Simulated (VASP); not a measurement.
Input:

```xyz
8
Lattice="4.3368 0.0000 0.0000 0.0000 4.3368 0.0000 0.0000 0.0000 4.3368" Properties=species:S:1:pos:R:3 pbc="T T T"
Fe     3.7326     2.7725     1.5643
Fe     1.5643     3.7326     2.7725
Fe     0.6041     0.6041     0.6041
Fe     2.7725     1.5643     3.7326
Si     0.6847     1.4837     2.8531
Si     2.8531     0.6847     1.4837
Si     3.6521     3.6521     3.6521
Si     1.4837     2.8531     0.6847
```

Calculation: PBE GGA, VASP's PBE PAW potentials (set 64) (plane waves; VASP). Numerical set-up: 500 eV cut-off, 5×5×5 Γ-centred mesh, Gaussian smearing of 0.050 eV, potentials Fe Si.

Energy and stress use the plane-wave basis of the starting cell.

Task: The ions, cell shape and volume at an external pressure of 30.0 GPa are relaxed. Which structure does the run end with?

Result: 
```xyz
8
Lattice="4.2934 0.0000 0.0000 0.0000 4.2934 0.0000 0.0000 0.0000 4.2934" Properties=species:S:1:pos:R:3 pbc="T T T"
Fe     3.6913     2.7488     1.5446
Fe     1.5446     3.6913     2.7488
Fe     0.6021     0.6021     0.6021
Fe     2.7488     1.5446     3.6913
Si     0.6760     1.4706     2.8227
Si     2.8227     0.6760     1.4706
Si     3.6173     3.6173     3.6173
Si     1.4706     2.8227     0.6760
```
Space group P2_13 (198), at a tolerance of 0.03 Å.

Task: How do energy and volume change from the first to the last step?

Result: The energy (σ→0) changes by +47.1 meV/atom and the volume by -3.0 %, in 6 ionic steps.

```
step  E(σ→0) (eV)  max force (eV/Å)  pressure (GPa)  volume (Å³)
----  -----------  ----------------  --------------  -----------
1        -58.4071             0.005           20.03        81.57
2        -56.7457             0.396           56.08        74.30
3        -58.0490             0.117           29.76        79.25
4        -58.0398             0.119           30.01        79.20
5        -58.0335             0.036           30.09        79.16
6        -58.0306             0.005           30.02        79.14
```

The compound is FeSi in the B20 structure. This run relaxes it under an external pressure of 30 GPa. Symmetry was kept, so distortions that lower it aren't found. The run is not spin-polarised, so no magnetic state was tried.
